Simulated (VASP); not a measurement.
The system is BN.

```
CELL_PARAMETERS angstrom
2.50640 0.00000 0.00000
-1.25320 2.17061 0.00000
0.00000 0.00000 6.55556
ATOMIC_POSITIONS crystal
B 0.33333 0.66667 0.25000
B 0.66667 0.33333 0.75000
N 0.33333 0.66667 0.75000
N 0.66667 0.33333 0.25000
```

The cell is a database's computed one.

Program: VASP 6.6.1. Alike in all runs: task band structure; no spin polarisation; cell as given; cutoff (eV) 450; smearing gaussian 0.02 eV. Hardware: 4 MPI ranks on Intel(R) Xeon(R) Platinum 8559C (Emerald Rapids), on a shared host.

**Question.** Order these runs on this cell by their wall time, lowest first.
A. level r2SCAN; potentials or basis VASP PAW PBE potentials, release 64 (B, N); k mesh 16 × 16 × 6
B. level PBE0; potentials or basis VASP PAW PBE potentials, release 64 (B, N); k mesh 10 × 10 × 4; grid for exact exchange (PRECFOCK) Fast; exchange at q = 0 truncated
C. level LDA; potentials or basis VASP PAW LDA potentials, release 64 (B, N); k mesh 16 × 16 × 6

**Answer.** C (10 s), A (42 s), B (580 s).

Runs at the PBE level aren't shown here.
